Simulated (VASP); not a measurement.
Input:

```xyz
2
Lattice="0.0000 2.1374 2.1374 2.1374 0.0000 2.1374 2.1374 2.1374 0.0000" Properties=species:S:1:pos:R:3 pbc="T T T"
Mg     0.0000     0.0000     0.0000
O      2.1374     2.1374     2.1374
```

The numbers are results of vdW-DF2, VASP's PBE PAW potentials (set 64) (plane waves; VASP), not measurements. Settings: 520 eV cut-off, Gaussian smearing of 0.050 eV, potentials Mg O.

Task: Give the energies of bands 2 to 6 at the high-symmetry points, in eV from the valence-band maximum.

Result: 
```
band      Γ      X      U      L      W
----  -----  -----  -----  -----  -----
2      0.00  -3.75  -3.20  -4.29  -2.70
3      0.00  -1.25  -2.50  -0.59  -2.70
4      0.00  -1.25  -1.05  -0.59  -1.65
5      4.63   9.53  10.27   8.07  11.61
6     15.83   9.62  11.34  12.30  11.77
```

The gap is direct, 4.63 eV, from the valence maximum at Γ to the conduction minimum at Γ.

Measured: gap 8.36 eV (computed value off by -3.73 eV), as given by Wei Chen et al., Physical Review Materials (2018), doi:10.1103/physrevmaterials.2.073803 [zero-point renormalisation of 0.53 eV added back (the table's ZPR column)].

The compound is MgO in the rock salt structure. It was relaxed first.
